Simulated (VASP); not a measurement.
Given:

```yaml
crystal:
  lattice:
    - [2.96237, 0.00000, 0.00000]
    - [0.00000, 2.96237, 0.00000]
    - [0.00000, 0.00000, 2.96237]
  atoms:
    - { symbol: Zn, position: [0.50000, 0.50000, 0.50000] }
    - { symbol: Cu, position: [0.00000, 0.00000, 0.00000] }
```

The numbers are results of optB88-vdW, VASP's PBE PAW potentials (set 64) (plane waves; VASP), not measurements. Settings: 520 eV cut-off, Gaussian smearing of 0.050 eV, potentials Zn Cu.

Problem. Give the energies of bands 6 to 14 at the high-symmetry points, in eV from the Fermi level.

Solution. 
| band | Γ | X | M | R |
|---|---|---|---|---|
| 6 | -7.29 | -5.99 | -4.68 | -4.26 |
| 7 | -3.60 | -5.18 | -3.40 | -4.26 |
| 8 | -3.60 | -3.69 | -2.93 | -4.26 |
| 9 | -2.78 | -3.30 | -2.93 | -2.54 |
| 10 | -2.78 | -3.30 | -2.55 | -2.54 |
| 11 | -2.78 | -2.85 | -1.74 | 3.48 |
| 12 | 6.14 | -2.07 | -1.74 | 4.38 |
| 13 | 6.14 | 11.48 | 1.57 | 4.38 |
| 14 | 6.14 | 11.48 | 1.97 | 4.38 |

It has no gap at this level: it comes out as a metal or semimetal.

The compound is CuZn in the CsCl type structure. It was relaxed first. The electron count is odd and the run is not spin-polarised, which forces a metal.
